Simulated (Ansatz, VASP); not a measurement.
This is a calculation of GaGe for VASP 6.6.1. Atoms were shifted at random by some hundredths of an Å from the given cell, which wasn't relaxed again for these runs. The cell comes from a database or a generator and needn't be the stable form of this composition.

Contents of INCAR:

```
PREC = Accurate ; ENCUT = 520
EDIFF = 1E-7 ; ISMEAR = -1
SIGMA = 0.05 ; LREAL = F
LASPH = T ; NELM = 80
ALGO = Normal ; ISIF = 2
LWAVE = F ; LCHARG = F
GGA = PS ; NBANDS = 20
```

Contents of KPOINTS:

```
regular mesh
0
Gamma
  8 8 8
```

File POSCAR:

```
GaGe
1.0
    0.0000000000      2.8978440000      2.8978440000
    2.8978440000      0.0000000000      2.8978440000
    2.8978440000      2.8978440000      0.0000000000
Ge Ga
1 1
Direct
   -0.0072340000     -0.0102740000      0.0253490000
    0.2399690000      0.2466220000      0.2642740000
```

Potentials or basis: VASP PAW PBE potentials, release 64 (Ge_d, Ga_d).

Run with:

```bash
$ cat potpaw_PBE.64/Ge_d/POTCAR potpaw_PBE.64/Ga_d/POTCAR > POTCAR
$ mpirun -np 1 vasp_std > vasp.out
```

Problem. What does the same run look like in Ansatz 0.2.0? Potentials or basis there: Ansatz PAW, cutoff 420 eV.

Solution. As run (cutoffs and basis follow the program's own potentials, and thresholds, step limits or extra output files can differ):

The input input.yaml:

```yaml
crystal:
  lattice:
    - [0.0, 2.897844, 2.897844]
    - [2.897844, 0.0, 2.897844]
    - [2.897844, 2.897844, 0.0]
  atoms:
    - { symbol: Ge, position: [-0.007234, -0.010274, 0.025349] }
    - { symbol: Ga, position: [0.239969, 0.246622, 0.264274] }
hamiltonian:
  xc: pbesol
  pseudopotentials: { kind: paw }
kpoints:
  mp_grid: { grid: [8, 8, 8] }
scf:
  occupations: { method: fermi_dirac, width: 0.05 }
output:
  forces: true
  stress: true
  eigenvalues: true
```

Potentials or basis: Ansatz PAW.

The run is started by

```bash
$ ansatz run input.yaml --threads 1 --pin off --max-ram 3584MiB --backend cpu --events-out ev --progress --plain --runs-dir out
```

Both were run:

|  | VASP | Ansatz |
| --- | --- | --- |
| Pressure | -2.4 GPa | -2.4 GPa |
| Largest force | 0.200 eV/Å | 0.201 eV/Å |

Ansatz's pressure holds a Pulay term of +0.03 GPa for its cutoff of 420 eV, which the other run lacks.

VASP's potentials were made for PBE. Ansatz's potentials were made for PBE.

Where Ansatz's input types no cutoff or centring, it takes its own default and a Γ-centred mesh.

Pressure is positive in compression.
